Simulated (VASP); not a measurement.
Input:

```
SnSi
1.0
    4.70923     0.00000     0.00000
   -2.35462     4.07832     0.00000
    0.00000     0.00000    14.00000
Sn Si
1 1
Direct
  0.66667   0.33333   0.50000
  0.33333   0.66667   0.50000
```

All values below come from PBE GGA, VASP's PBE PAW potentials (set 64) (plane waves; VASP 6.6.1). Numerical set-up: 300 eV cut-off, 4×4×1 Γ-centred mesh, Fermi-Dirac smearing of 0.10 eV, potentials Sn_d Si.

The cell holds a wide vacuum, so values per volume refer to the whole cell.

Problem. Give the energies of bands 7 to 12 at the high-symmetry points, in eV from the Fermi level.

Solution. 
```
band      Γ      M      K
----  -----  -----  -----
7     -1.94  -6.35  -7.07
8     -1.54  -2.08  -3.05
9     -1.10  -0.17   0.40
10    -1.10   0.46   0.69
11     2.75   1.21   3.18
12     2.75   5.57   4.02
```

It has no gap at this level: it comes out as a metal or semimetal.

The cell is a sheet with vacuum, built from a generated structure.
